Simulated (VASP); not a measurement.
Output of a VASP run:

### OSZICAR
```
       N       E                     dE             d eps       ncg     rms          rms(c)
DAV:   1     0.813438183538E+02    0.81344E+02   -0.83759E+03 10060   0.161E+03
DAV:   2    -0.139108491928E+02   -0.95255E+02   -0.88036E+02  9900   0.258E+02
DAV:   3    -0.161366728848E+02   -0.22258E+01   -0.21666E+01 11916   0.562E+01
DAV:   4    -0.161700045603E+02   -0.33332E-01   -0.33324E-01 14362   0.525E+00
DAV:   5    -0.161702789348E+02   -0.27437E-03   -0.27437E-03 12291   0.455E-01    0.152E+01
DAV:   6    -0.144385372536E+02    0.17317E+01   -0.12944E+01 10677   0.741E+01    0.696E+00
DAV:   7    -0.140886603407E+02    0.34988E+00   -0.17375E+00 11300   0.262E+01    0.389E+00
DAV:   8    -0.140730107910E+02    0.15650E-01   -0.23077E-02 13570   0.185E+00    0.200E+00
DAV:   9    -0.140570954967E+02    0.15915E-01   -0.53744E-03 15108   0.124E+00    0.667E-01
DAV:  10    -0.140581306510E+02   -0.10352E-02   -0.10545E-03 13912   0.495E-01    0.287E-01
DAV:  11    -0.140582065253E+02   -0.75874E-04   -0.29158E-04 13343   0.271E-01    0.284E-02
DAV:  12    -0.140582059948E+02    0.53054E-06   -0.11261E-05 11098   0.377E-02    0.157E-02
DAV:  13    -0.140582051127E+02    0.88204E-06   -0.23666E-06 14191   0.222E-02    0.976E-03
DAV:  14    -0.140582054846E+02   -0.37182E-06   -0.44214E-07 11197   0.879E-03    0.372E-03
DAV:  15    -0.140582051651E+02    0.31951E-06   -0.58027E-08  5790   0.440E-03    0.806E-04
DAV:  16    -0.140582051077E+02    0.57322E-07   -0.13207E-08  5622   0.156E-03
   1 F= -.14919906E+02 E0= -.14920174E+02  d E =-.149199E+02  mag=     3.1874
       N       E                     dE             d eps       ncg     rms          rms(c)
DAV:   1    -0.140583514789E+02   -0.14631E-03   -0.45139E-03 11083   0.580E-01    0.731E-02
DAV:   2    -0.140582590090E+02    0.92470E-04   -0.65955E-05 13415   0.145E-01    0.376E-02
DAV:   3    -0.140582261835E+02    0.32826E-04   -0.42418E-05 12295   0.759E-02    0.109E-02
DAV:   4    -0.140582278236E+02   -0.16401E-05   -0.35437E-06 11174   0.274E-02    0.271E-03
DAV:   5    -0.140582275849E+02    0.23869E-06   -0.19791E-07  8129   0.855E-03    0.175E-03
DAV:   6    -0.140582274823E+02    0.10260E-06   -0.83092E-08  5603   0.444E-03    0.812E-04
DAV:   7    -0.140582274720E+02    0.10260E-07   -0.34106E-08  5311   0.181E-03
   2 F= -.14919930E+02 E0= -.14920202E+02  d E =-.241959E-04  mag=     3.1871
```

OUTCAR:
```
------------------------ aborting loop because EDIFF is reached ----------------------------------------
 Edisp (eV)   -0.86170
  FORCE on cell =-STRESS in cart. coord.  units (eV):
  Direction    XX          YY          ZZ          XY          YZ          ZX
  --------------------------------------------------------------------------------------
  Total       0.00007     0.00007     0.00266     0.00000    -0.00000     0.00000
  in kB       0.00556     0.00556     0.20269     0.00000    -0.00000     0.00000
  external pressure =        0.07 kB  Pullay stress =        0.00 kB
  volume of cell :       21.02
      direct lattice vectors                 reciprocal lattice vectors
     1.234495571 -2.138209275  0.000000000     0.405023729 -0.233840535  0.000000000
     1.234495571  2.138209275 -0.000000000     0.405023729  0.233840535 -0.000000000
     0.000000000  0.000000000  3.981444161    -0.000000000  0.000000000  0.251165145
 POSITION                                       TOTAL-FORCE (eV/Angst)
 -----------------------------------------------------------------------------------
      1.23450      0.71274      0.99536        -0.000000      0.000000      0.000000
      1.23450     -0.71274      2.98608         0.000000     -0.000000      0.000000
 -----------------------------------------------------------------------------------
    total drift:                                0.000000     -0.000003     -0.000029
  FREE ENERGIE OF THE ION-ELECTRON SYSTEM (eV)
  ---------------------------------------------------
  free  energy   TOTEN  =       -14.9199299475 eV

  energy  without entropy=      -14.9207448427  energy(sigma->0) =      -14.92020158

 total charge

# of ion       s       p       d       tot
------------------------------------------
    1        0.502   0.550   7.285   8.337
    2        0.502   0.550   7.285   8.337
--------------------------------------------------
tot          1.005   1.099  14.571  16.674

 magnetization (x)

# of ion       s       p       d       tot
------------------------------------------
    1       -0.015  -0.054   1.676   1.607
    2       -0.015  -0.054   1.676   1.607
--------------------------------------------------
tot         -0.030  -0.108   3.352   3.214

 reached required accuracy - stopping structural energy minimisation
```
(Selected blocks of OUTCAR.)

POSCAR:
```
Co
1
    1.2339431308    -2.1372524207     0.0000000000
    1.2339431308     2.1372524207     0.0000000000
    0.0000000000     0.0000000000     3.9850099691
Co
2
Direct
  0.3333330000   0.6666670000   0.2500000000
  0.6666670000   0.3333330000   0.7500000000
```

**Question.** Reconstruct the remaining input files.

**Answer.** This is not unique; one that fits is the input of the run itself, PBE GGA with D3 dispersion (Becke-Johnson damping), plane waves, VASP's PBE PAW potentials (set 64).

**INCAR**
```
ALGO  =  Normal
EDIFF  =  1E-7
EDIFFG  =  -0.01
ENCUT  =  520
GGA  =  PE
IBRION  =  2
ISIF  =  4
ISMEAR  =  1
ISPIN  =  2
IVDW  =  12
LASPH  =  .True.
LCHARG  =  .False.
LMAXMIX  =  4
LORBIT  =  10
LREAL  =  .False.
LWAVE  =  .False.
MAGMOM  =  1.6 1.6
NELM  =  100
NSW  =  30
PREC  =  Accurate
SIGMA  =  0.1
SYSTEM  =  Co
```

File KPOINTS:
```
Automatic mesh
0
Gamma
17 17 9
0 0 0
```

POTCAR, in this order: Co (PBE.64 set). Program: vasp_std.

The compound is Co in the hcp structure. This run relaxes it. Symmetry was kept, so distortions that lower it aren't found.
